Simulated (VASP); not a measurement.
All values below come from PBE GGA, VASP's PBE PAW potentials (set 64) (plane waves; VASP 6.6.1).

Input for VASP

### KPOINTS
```
Automatic mesh
0
Gamma
4 4 1
0 0 0
```

**INCAR**
```
SYSTEM  =  Bi2Se3
PREC  =  Accurate; ENCUT  =  400; LREAL  =  .False.
LASPH  =  .True.
EDIFF  =  1E-6; NELM  =  100; ALGO  =  Normal
LMAXMIX  =  4
ISMEAR  =  0; SIGMA  =  0.05
GGA  =  PE
LWAVE  =  .True.; LCHARG  =  .False.
```

POSCAR:
```
Bi2Se3
1
    4.1797443709    -0.0000000000     0.0000000000
   -2.0898721855     3.6197654241     0.0000000000
    0.0000000000     0.0000000000    22.0997928647
Bi Se
2 3
Direct
  0.3333330000   0.6666670000   0.4118390966
  0.0000000000   1.0000000000   0.5881609034
  1.0000000000   0.0000000000   0.3409575264
  0.6666670000   0.3333330000   0.5000000000
  0.3333330000   0.6666670000   0.6590424736
```

POTCAR, in this order: Bi_d Se (PBE.64 set). Program: vasp_std.

### Question
What will the output report for the number of irreducible k-points (NKPTS), largest plane-wave count, number of space-group operations, FFT grid (NGX, NGY, NGZ)?

### Answer

- number of irreducible k-points (NKPTS) = 4
- largest plane-wave count = 6098
- number of space-group operations = 12
- FFT grid (NGX, NGY, NGZ) = 28 × 28 × 144

The cell is a sheet with vacuum, built from a generated structure.
